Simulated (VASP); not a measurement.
```
AsSi62
1.0
   10.93707     0.00000     0.00000
    0.00000    10.93707     0.00000
    0.00000     0.00000    10.93707
Si As
62 1
Direct
  0.50000   0.00000   0.00000
  0.62500   0.12500   0.12500
  0.75000   0.25000   0.00000
  0.87500   0.37500   0.12500
  0.75000   0.00000   0.25000
  0.87500   0.12500   0.37500
  0.00000   0.00000   0.00000
  0.12500   0.12500   0.12500
  0.25000   0.25000   0.00000
  0.37500   0.37500   0.12500
  0.50000   0.50000   0.00000
  0.62500   0.62500   0.12500
  0.75000   0.75000   0.00000
  0.87500   0.87500   0.12500
  0.25000   0.00000   0.25000
  0.37500   0.12500   0.37500
  0.49822   0.24666   0.25088
  0.74689   0.50278   0.25000
  0.87500   0.62500   0.37500
  0.50000   0.00000   0.50000
  0.62500   0.12500   0.62500
  0.74905   0.24556   0.49971
  0.87500   0.37500   0.62500
  0.75000   0.00000   0.75000
  0.87500   0.12500   0.87500
  0.00000   0.50000   0.00000
  0.12500   0.62500   0.12500
  0.25000   0.75000   0.00000
  0.37500   0.87500   0.12500
  0.00000   0.25000   0.25000
  0.12500   0.37500   0.37500
  0.25000   0.50000   0.25000
  0.37500   0.62500   0.37500
  0.50000   0.75000   0.25000
  0.62500   0.87500   0.37500
  0.00000   0.00000   0.50000
  0.12500   0.12500   0.62500
  0.25000   0.25000   0.50000
  0.37500   0.37500   0.62500
  0.62500   0.62500   0.62500
  0.75000   0.75000   0.50000
  0.87500   0.87500   0.62500
  0.25000   0.00000   0.75000
  0.37500   0.12500   0.87500
  0.50000   0.25000   0.75000
  0.62500   0.37500   0.87500
  0.75000   0.50000   0.75000
  0.87500   0.62500   0.87500
  0.00000   0.75000   0.25000
  0.12500   0.87500   0.37500
  0.00000   0.50000   0.50000
  0.12500   0.62500   0.62500
  0.25000   0.75000   0.50000
  0.37500   0.87500   0.62500
  0.00000   0.25000   0.75000
  0.12500   0.37500   0.87500
  0.25000   0.50000   0.75000
  0.37500   0.62500   0.87500
  0.50000   0.75000   0.75000
  0.62500   0.87500   0.87500
  0.00000   0.75000   0.75000
  0.12500   0.87500   0.87500
  0.50235   0.50016   0.50048
```
Cell charge -1.

Computed with PBE GGA, VASP's PBE PAW potentials (set 64) (plane waves; VASP). Numerical set-up: PREC = Normal, LREAL = Auto, ISYM = 0, NELECT = 254.0, EDIFF = 1E-5, 400 eV cut-off, 1×1×1 Γ-centred mesh, Gaussian smearing of 0.050 eV, potentials Si As. Starting moments (MAGMOM): 63*0.0317. The cell's moment is fixed (NUPDOWN = 2).

The cell is charged, with a uniform compensating background. The supercell is sampled at Γ alone, which is coarse: total energies, pressure and levels can be off, energies of defects by several tenths of an eV.

**Question.** The ions are relaxed. What does this cell relax into?

**Answer.** 
```
AsSi62
1.0
   10.93707     0.00000     0.00000
    0.00000    10.93707     0.00000
    0.00000     0.00000    10.93707
Si As
62 1
Direct
  0.50136   0.99911   0.99917
  0.62394   0.12546   0.12563
  0.74986   0.25009   0.00073
  0.87416   0.37625   0.12575
  0.74994   0.00038   0.25004
  0.87453   0.12529   0.37598
  0.00033   0.99956   0.99967
  0.12486   0.12541   0.12540
  0.25089   0.25087   0.00130
  0.37732   0.37480   0.12803
  0.50025   0.49961   0.00093
  0.62491   0.62269   0.12793
  0.74902   0.74891   0.00120
  0.87469   0.87485   0.12524
  0.25073   0.00128   0.25103
  0.37723   0.12776   0.37507
  0.50459   0.25148   0.25176
  0.74787   0.49520   0.25194
  0.87184   0.62259   0.37498
  0.50028   0.00072   0.49970
  0.62493   0.12787   0.62258
  0.74827   0.25143   0.49499
  0.87180   0.37479   0.62247
  0.74888   0.00133   0.74912
  0.87457   0.12533   0.87508
  0.00082   0.49860   0.99924
  0.12443   0.62439   0.12607
  0.24968   0.75027   0.00124
  0.37537   0.87579   0.12605
  0.99922   0.25009   0.25009
  0.12447   0.37498   0.37507
  0.25097   0.49986   0.25177
  0.37518   0.62480   0.37791
  0.49996   0.74910   0.25167
  0.62496   0.87537   0.37502
  0.00100   0.99904   0.49873
  0.12433   0.12601   0.62452
  0.25093   0.25168   0.49999
  0.37500   0.37792   0.62498
  0.62216   0.62499   0.62503
  0.74833   0.74917   0.50004
  0.87395   0.87582   0.62459
  0.24970   0.00115   0.75026
  0.37548   0.12593   0.87567
  0.49995   0.25169   0.74905
  0.62490   0.37497   0.87552
  0.74825   0.49985   0.74911
  0.87401   0.62433   0.87561
  0.99867   0.74888   0.25095
  0.12575   0.87400   0.37472
  0.99901   0.49961   0.49970
  0.12362   0.62523   0.62527
  0.24982   0.74997   0.50107
  0.37467   0.87609   0.62526
  0.99855   0.25089   0.74900
  0.12566   0.37460   0.87420
  0.24967   0.50103   0.75022
  0.37462   0.62515   0.87629
  0.49874   0.75008   0.75032
  0.62525   0.87412   0.87424
  0.99868   0.75030   0.75031
  0.12509   0.87486   0.87488
  0.51363   0.48647   0.48670
```
Cell charge -1. The cell ends with 2.00 μB, on the first 30 sites 0.01 0.00 0.00 0.00 0.00 0.00 0.00 0.00 0.01 0.01 0.00 0.01 0.01 0.00 0.01 0.01 0.14 0.14 0.01 0.00 0.01 0.14 0.01 0.01 0.00 0.01 0.00 0.00 0.00 0.00 μB.

**Question.** How much energy does the relaxation gain?

**Answer.** The energy (σ→0) changes by -3.9 meV/atom, in 14 ionic steps.

The cell is a supercell with a defect, built from Si (diamond): As_Si-vac_Si, charge -1.
